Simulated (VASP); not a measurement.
All values below come from PBEsol GGA, VASP's PBE PAW potentials (set 64) (plane waves; VASP). Each cell was relaxed at this level, without spin-orbit coupling.

Question: Which of these comes out without a gap?
A) KCl, Fm-3m (225)
B) NaH, Fm-3m (225)
C) TiAl3, I4/mmm (139)
D) LiF, Fm-3m (225)

Answer: C, TiAl3, I4/mmm (139). The others have gaps of 5.09 eV (KCl, Fm-3m (225)), 9.08 eV (LiF, Fm-3m (225)), 3.63 eV (NaH, Fm-3m (225)).
